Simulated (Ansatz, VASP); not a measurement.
# Cross-check of Ag (Ag wire along [110], 23 atoms a period) between VASP and Ansatz, part 3 of 3

Wanted: the spread between two codes on one cell, functional and k mesh. Of the first pair: The structure shown is the start of the Ansatz relaxation below; VASP solves that cell, so the two are compared at the walk's first step.

VASP 6.6.1 and Ansatz 0.2.0.

So far. Step 4 (Comparison): The forces differ by 1.6 meV/Å r.m.s., which is 1.7 % of the r.m.s. force of 0.093 eV/Å (both taken over all components).

## Step 5: Ansatz: relaxation, PBE

Level of this step: Ansatz beside VASP: Kohn-Sham DFT, plane waves, PBE (Ansatz).

This run makes the geometry at which the two programs are then compared. The cell compared in this pair holds 1026.27 Å³, against 1047.19 Å³ for the pair before.

The structure compared here is the end of the Ansatz relaxation.

File input.yaml:

```yaml
crystal:
  lattice:
    - [19.25, 0.0, 0.0]
    - [0.0, 18.538, 0.0]
    - [0.0, 0.0, 2.9344931419]
  atoms:
    - { symbol: Ag, position: [0.284415584, 0.658295362, 0.0] }
    - { symbol: Ag, position: [0.284415584, 0.49999926, 0.0] }
    - { symbol: Ag, position: [0.5, 0.658295362, 0.0] }
    - { symbol: Ag, position: [0.5, 0.49999926, 0.0] }
    - { symbol: Ag, position: [0.5, 0.816591464, 0.0] }
    - { symbol: Ag, position: [0.715584416, 0.658295362, 0.0] }
    - { symbol: Ag, position: [0.715584416, 0.49999926, 0.0] }
    - { symbol: Ag, position: [0.176623377, 0.420851209, 0.5] }
    - { symbol: Ag, position: [0.176623377, 0.579147311, 0.5] }
    - { symbol: Ag, position: [0.392207792, 0.262555107, 0.5] }
    - { symbol: Ag, position: [0.392207792, 0.420851209, 0.5] }
    - { symbol: Ag, position: [0.392207792, 0.579147311, 0.5] }
    - { symbol: Ag, position: [0.392207792, 0.737443413, 0.5] }
    - { symbol: Ag, position: [0.607792208, 0.262555107, 0.5] }
    - { symbol: Ag, position: [0.607792208, 0.420851209, 0.5] }
    - { symbol: Ag, position: [0.607792208, 0.579147311, 0.5] }
    - { symbol: Ag, position: [0.607792208, 0.737443413, 0.5] }
    - { symbol: Ag, position: [0.823376623, 0.420851209, 0.5] }
    - { symbol: Ag, position: [0.823376623, 0.579147311, 0.5] }
    - { symbol: Ag, position: [0.284415584, 0.341703158, 0.0] }
    - { symbol: Ag, position: [0.5, 0.341703158, 0.0] }
    - { symbol: Ag, position: [0.5, 0.183407056, 0.0] }
    - { symbol: Ag, position: [0.715584416, 0.341703158, 0.0] }
kpoints:
  mp_grid: { grid: [1, 1, 28] }
scf:
  occupations: { method: fermi_dirac, width: 0.05 }
hamiltonian:
  xc: pbe
  pseudopotentials: { kind: paw, azcp: { folder: soft_1 } }
relax:
  cell: { fix: [a, b, alpha, beta, gamma] }
  max_steps: 45
  f_tol: 0.03
```

Run with:

```bash
$ ansatz run input.yaml --threads 16 --pin off --max-ram 61440MiB --backend cuda --events-out ev --progress --plain --runs-dir out --max-vram 78GiB
```

Numbers of over 12 decimals in the logs are rounded to 6 here.

Output:

```text
[...]
Crystal: 23 atoms, lattice volume = 1047.193 Å³
Basis set: ecut = 420 eV, 20401 PW (Γ), exchange–correlation on 270×250×40 points (8 copies of the dense FFT grid, shifted against one another)
Bands: 263, of which v1, the nominal top of the filled ones, is band 219 counted from 1 (218 counted from 0)
Symmetry: 8 space group operations
[...]
k-points: 15 of 28
[...]
- { symbol: Ag, position: [0.284407, 0.49999926, 0.0] }
    - { symbol: Ag, position: [0.5, 0.656261, 0.0] }
    - { symbol: Ag, position: [0.5, 0.49999926, 0.0] }
    - { symbol: Ag, position: [0.5, 0.808748, 0.0] }
    - { symbol: Ag, position: [0.716732, 0.660421, 0.0] }
    - { symbol: Ag, position: [0.715593, 0.49999926, 0.0] }
    - { symbol: Ag, position: [0.180193, 0.421524, 0.5] }
[...]
- { symbol: Ag, position: [0.283268, 0.339578, 0.0] }
    - { symbol: Ag, position: [0.5, 0.343737, 0.0] }
    - { symbol: Ag, position: [0.5, 0.191250, 0.0] }
    - { symbol: Ag, position: [0.716732, 0.339578, 0.0] }
[key lines of the parts left out:]
SCF converged after 6 iterations
```

## Step 6: VASP: single point, PBE, relaxed cell, pair 2

The same cell, functional, mesh and smearing now go to VASP, with its own data sets.

File INCAR:

```
SYSTEM = Ag
PREC = Accurate
ENCUT = 500
EDIFF = 1E-06
NELM = 120
ISMEAR = -1
SIGMA = 0.05
LREAL = .FALSE.
ALGO = Normal
GGA = PE
NBANDS = 156
LASPH = .TRUE.
LORBIT = 11
LWAVE = .FALSE.
LCHARG = .FALSE.
ISIF = 2
GGA_COMPAT = .FALSE.
KPAR = 4
```

File POSCAR:

```
Ag
1.0
   19.2500000000      0.0000000000      0.0000000000
    0.0000000000     18.5380000000      0.0000000000
    0.0000000000      0.0000000000      2.8758508404
Ag
23
Direct
    0.2832677774      0.6604209387      0.0000000000
    0.2844071400      0.4999992600      0.0000000000
    0.5000000000      0.6562614780      0.0000000000
    0.5000000000      0.4999992600      0.0000000000
    0.5000000000      0.8087480683      0.0000000000
    0.7167322226      0.6604209387      0.0000000000
    0.7155928600      0.4999992600      0.0000000000
    0.1801932270      0.4215238762      0.5000000000
    0.1801932270      0.5784746438      0.5000000000
    0.3899088946      0.2631978688      0.5000000000
    0.3914738035      0.4210365354      0.5000000000
    0.3914738035      0.5789619846      0.5000000000
    0.3899088946      0.7368006512      0.5000000000
    0.6100911054      0.2631978688      0.5000000000
    0.6085261965      0.4210365354      0.5000000000
    0.6085261965      0.5789619846      0.5000000000
    0.6100911054      0.7368006512      0.5000000000
    0.8198067730      0.4215238762      0.5000000000
    0.8198067730      0.5784746438      0.5000000000
    0.2832677774      0.3395775813      0.0000000000
    0.5000000000      0.3437370420      0.0000000000
    0.5000000000      0.1912504517      0.0000000000
    0.7167322226      0.3395775813      0.0000000000
```

File KPOINTS:

```
Automatic mesh
0
Gamma
1 1 28
0 0 0
```

The projector-augmented-wave data sets are Ag (PBE family, release 64).

Run with:

```bash
$ mpirun -np 4 vasp_std
```

Output:

```text
[banner, memory and clock lines left out]
running    4 mpi-ranks, on    1 nodes
[...]
[... a notice as in an earlier step ...]

 LDA part: xc-table for (Slater+PW92), standard interpolation
 POSCAR, INCAR and KPOINTS ok, starting setup
[...]
entering main loop
       N       E                     dE             d eps       ncg     rms          rms(c)
DAV:   1     0.154952983206E+04    0.15495E+04   -0.11331E+05  4768   0.136E+03
DAV:   2     0.277640524714E+01   -0.15468E+04   -0.14668E+04  5020   0.301E+02
DAV:   3    -0.597696317796E+02   -0.62546E+02   -0.60854E+02  5128   0.564E+01
DAV:   4    -0.607912714622E+02   -0.10216E+01   -0.10190E+01  5160   0.698E+00
[...]
DAV:  21    -0.562391258309E+02   -0.47545E-05   -0.12471E-07  2900   0.488E-04    0.184E-04
DAV:  22    -0.562391278772E+02   -0.20464E-05   -0.78049E-08  2872   0.310E-04    0.112E-04
DAV:  23    -0.562391281828E+02   -0.30557E-06   -0.86758E-09  2864   0.134E-04
   1 F= -.56239128E+02 E0= -.56217652E+02  d E =-.429521E-01
```

From OUTCAR (step 6):

```text
  Total       -0.3917323     -0.5294744     -0.3381170      0.0000000      0.0000000      0.0000000
  in kB       -0.6115613     -0.8266003     -0.5278586      0.0000000      0.0000000      0.0000000
  external PRESSURE =      -0.6553401 kB  Pullay stress =       0.0000000 kB

 POSITION                                       TOTAL-FORCE (eV/Angst)
 -----------------------------------------------------------------------------------
      5.45290     12.24288      0.00000         0.001095     -0.004993      0.000000
      5.47484      9.26899      0.00000        -0.004009      0.000000     -0.000000
      9.62500     12.16578      0.00000         0.000000      0.003707     -0.000000
      9.62500      9.26899      0.00000         0.000000      0.000000      0.000000
      9.62500     14.99257      0.00000         0.000000     -0.010666     -0.000000
     13.79710     12.24288      0.00000        -0.001095     -0.004993      0.000000
     13.77516      9.26899      0.00000         0.004009      0.000000      0.000000
      3.46872      7.81421      1.43793         0.006976      0.003311      0.000000
      3.46872     10.72376      1.43793         0.006976     -0.003311      0.000000
      7.50575      4.87916      1.43793         0.001649      0.004896     -0.000000
      7.53587      7.80518      1.43793        -0.000689     -0.000466     -0.000000
      7.53587     10.73280      1.43793        -0.000689      0.000466      0.000000
      7.50575     13.65881      1.43793         0.001649     -0.004896     -0.000000
     11.74425      4.87916      1.43793        -0.001649      0.004896     -0.000000
[...]
-----------------------------------------------------------------------------------
    total drift:                                0.000000      0.157380     -0.000000

  FREE ENERGIE OF THE ION-ELECTRON SYSTEM (eV)
  ---------------------------------------------------
  free  energy   TOTEN  =       -56.2391281828 eV

  energy  without entropy=      -56.1961761001  energy(sigma->0) =      -56.21765214

[... 1 part as in an earlier step ...]

[... 2 further parts left out ...]
[key lines of the parts left out:]
E-fermi :   0.5644
```

## Step 7: Differences

What differs besides the data sets and the points named for the pairs above, as far as they apply: the data sets hold 437 valence electrons in Ansatz (on its PAW soft_1 files) and 253 in VASP; the cutoff is 420 eV in Ansatz and 500 eV in VASP; Ansatz's pressure holds a Pulay correction, VASP's none. Total energies have different zeros and are not compared.

Both answers:

```tsv
quantity	Ansatz	VASP	difference
pressure (GPa)	-0.01	-0.07	+0.05
```

At this near-relaxed geometry the largest component of a force difference is 8 meV/Å.

## Step 8: Results

```json
{
  "r.m.s. force difference (single point, PBE, start cell, pair 1)": "1.6 meV/Å",
  "difference in pressure (single point, PBE, relaxed cell, pair 2)": "0.055 GPa"
}
```

**Reading.** The r.m.s. force difference is 1.6 meV/Å (single point, PBE, start cell, pair 1), within the 12 meV/Å picked in this series as the mark of a large difference. The data sets hold unlike numbers of valence electrons (437 in Ansatz and 253 in VASP), so part of the differences comes from the potentials. How closely two codes agree says nothing of how well the functional describes the real material.

[Lines on the potential files, build, host, timing and source positions are cut from VASP's logs without a mark.]

[Logs are printed without paths, hosts, clocks, repeated set-up lines and the standing remarks that a program may print on its own settings, such as how far it seeks lower states.]

[Hosts, paths, dates, database ids (printed as entryN), source tags and the programs' standing remarks are cut or masked in the printed files.]
